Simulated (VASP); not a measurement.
Write the native input for VASP 6.6.1 that does the following.

```
Task                   : optical spectrum
Functional             : BLYP
Dispersion             : D4
Potentials or basis    : VASP PAW PBE potentials, release 64 (W_sv, Zr_sv, Mg_pv)
Cutoff                 : 520 eV
k mesh                 : 6 × 5 × 5
Occupations            : fermi-dirac, width 0.1 eV
Spin                   : no spin polarisation
Further INCAR settings : ALGO = Conjugate; EDIFF = 1e-06; NBANDS = 69
```

The structure of Mg6ZrW lies in POSCAR:

```
Mg6ZrW
1.0
    4.9420090000      0.0000000000      0.0000000000
    0.0000000000      3.0395320000      5.5742655000
    0.0000000000     -3.0395320000      5.5742655000
W Zr Mg
1 1 6
Direct
    0.5038150000      0.6993360000      0.6985770000
   -0.0015760000      0.8030290000      0.8004110000
    0.5020980000      0.1735250000      0.1753250000
    0.5040130000      0.6807040000      0.1751300000
    0.5005340000      0.1716760000      0.6793690000
   -0.0007380000      0.3306250000      0.3248940000
   -0.0020790000      0.8128540000      0.3255920000
   -0.0028420000      0.3268500000      0.8179600000
```

The cell comes from a database or a generator and needn't be the stable form of this composition.

The cell isn't the ideal one: atoms moved at random, drawn with an rms of 0.02 Å.

These files were run (other wordings do the same):

INCAR

```
SYSTEM = Mg6ZrW
AGGAC    = 1.0          
AGGAX    = 1.0          
ALDAC    = 0.0          
ALDAX    = 1.0          
ALGO     = Conjugate      ! electronic algorithm
CSHIFT   = 0.1          
EDIFF    = 1E-6           ! SCF threshold, eV
ENCUT    = 520            ! plane-wave cutoff, eV
GGA      = B5             ! functional
ISIF     = 2              ! what is computed and relaxed
ISMEAR   = -1             ! smearing method
IVDW     = 13             ! dispersion correction
LASPH    = .TRUE.         ! aspherical terms in the spheres
LCHARG   = .FALSE.        ! write CHGCAR
LOPTICS  = .TRUE.         ! frequency-dependent dielectric function
LREAL    = .FALSE.        ! projectors in reciprocal space
LWAVE    = .FALSE.        ! write WAVECAR
NBANDS   = 69             ! bands
NEDOS    = 1000           ! points of the DOS
NELM     = 100            ! most SCF steps
PREC     = Accurate       ! precision mode
SIGMA    = 0.1            ! smearing width, eV
VDW_A1   = 0.44488865   
VDW_A2   = 4.0933009    
VDW_S6   = 1.0          
VDW_S8   = 2.34076671
```

KPOINTS

```
k-points
0
G
  6 5 5
  0 0 0
```

Potentials or basis: VASP PAW PBE potentials, release 64 (W_sv, Zr_sv, Mg_pv).

The run is started by

```bash
$ cat potpaw_PBE.64/W_sv/POTCAR potpaw_PBE.64/Zr_sv/POTCAR potpaw_PBE.64/Mg_pv/POTCAR > POTCAR
$ mpirun -np 1 vasp_std > vasp.out
```

It gave:

* Pressure: -0.6 GPa
* Largest force: 0.208 eV/Å
* Band gap on the k mesh: none (metal or under the smearing width)
* Dispersion energy per atom: -0.257 eV

Caveat: spectra need much finer meshes, so this one isn't converged; these spectra lack excitons; the intraband (Drude) part of a metal's response may be missing; the PAW data sets were made with another functional, which shifts forces and pressure a little; pairwise dispersion overbinds metals, which lowers pressure and volume.

Wall time 12 min on 1 thread of AMD EPYC 9R45 96-Core Processor (Zen 5), with other jobs on the host, peak memory 2.4 GiB.
